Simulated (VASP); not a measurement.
Given:

```
V
1.0
   -2.28398     2.28398     1.27613
    2.28398    -2.28398     1.27613
    2.28398     2.28398    -1.27613
V
2
Direct
  0.75000   0.25000   0.50000
  0.00000   0.00000   0.00000
```

All values below come from PBEsol GGA with spin-orbit coupling, VASP's PBE PAW potentials (set 64) (plane waves; VASP). Run with 400 eV cut-off, 15×15×15 Γ-centred mesh, Gaussian smearing of 0.050 eV, potentials V_sv.

**Question.** Predict the energy per atom (σ→0), band gap (over mesh and band path) with the smallest direct gap where there is one.

**Answer.** 
```
Property                                                               Value
----------------------------------  ----------------------------------------
band gap (over mesh and band path)  none (metal, semimetal or under 0.01 eV)
energy per atom (σ→0)                                         -9.158 eV/atom
```

The absolute energy has meaning only against runs of the same code, potentials and settings.

The structure was generated: V was put into the beta-Sn type (I4_1/amd), which need not be its known phase. It was relaxed first, which changed the volume by -8 %.
